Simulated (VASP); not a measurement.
Crystal: CuC23 (a cell with a defect).

```
CELL_PARAMETERS angstrom
0.00000 5.35032 5.35032
3.56688 0.00000 3.56688
3.56688 3.56688 0.00000
ATOMIC_POSITIONS crystal
Cu 0.99492 0.00186 0.00171
C 0.99992 0.99941 0.50090
C 0.99994 0.49939 0.00119
C 0.00051 0.49981 0.50118
C 0.33207 0.00303 0.00408
C 0.33933 0.99941 0.49175
C 0.33918 0.49119 0.00042
C 0.33239 0.50079 0.50197
C 0.66871 0.99882 0.99993
C 0.65956 0.00341 0.50782
C 0.65953 0.50657 0.00474
C 0.66740 0.49981 0.50113
C 0.09579 0.13975 0.14136
C 0.10043 0.13727 0.57404
C 0.10013 0.57387 0.13840
C 0.08442 0.62422 0.62586
C 0.42864 0.11705 0.11772
C 0.41210 0.12585 0.63292
C 0.41206 0.63195 0.12694
C 0.41795 0.62378 0.62471
C 0.70960 0.14754 0.14893
C 0.75065 0.12589 0.62604
C 0.75060 0.62476 0.12729
C 0.74815 0.62599 0.62739
```

Base run:

* Program: VASP 6.6.1
* Functional: PBEsol
* Potentials or basis: VASP PAW PBE potentials, release 64 (Cu, C)
* Cutoff: 450 eV
* k mesh: 3 × 5 × 5
* Occupations: gaussian, width 0.03 eV
* Spin: collinear spin, ferromagnetic start
* Starting moments: [1.0, 0.0, 0.0, 0.0, 0.0, 0.0, 0.0, 0.0, 0.0, 0.0, 0.0, 0.0, 0.0, 0.0, 0.0, 0.0, 0.0, 0.0, 0.0, 0.0, 0.0, 0.0, 0.0, 0.0] μB
* Fixed moment: 1 μB
* Hubbard terms: Cu d U = 5 eV

Its results: net moment 1.00 μB per cell; largest force 0.147 eV/Å.

Question: After a change of settings the same cell gave: net moment 0.01 μB per cell; largest force 0.409 eV/Å. Which change was it?
A. k mesh from 3 × 5 × 5 to 3 × 4 × 4; fixed moment from 1 μB to none
B. k mesh from 3 × 5 × 5 to 3 × 4 × 4; hubbard terms from Cu d U = 5 eV to Cu d U = 7 eV
C. k mesh from 3 × 5 × 5 to 3 × 4 × 4; hubbard terms from Cu d U = 5 eV to none

Answer: A.

Caveats: some runs use coarse meshes; the PAW data sets were made with another functional, which shifts forces and pressure a little; the U is typed as a test and isn't derived for this compound; the total moment is fixed, so each spin has its own Fermi level (some runs).
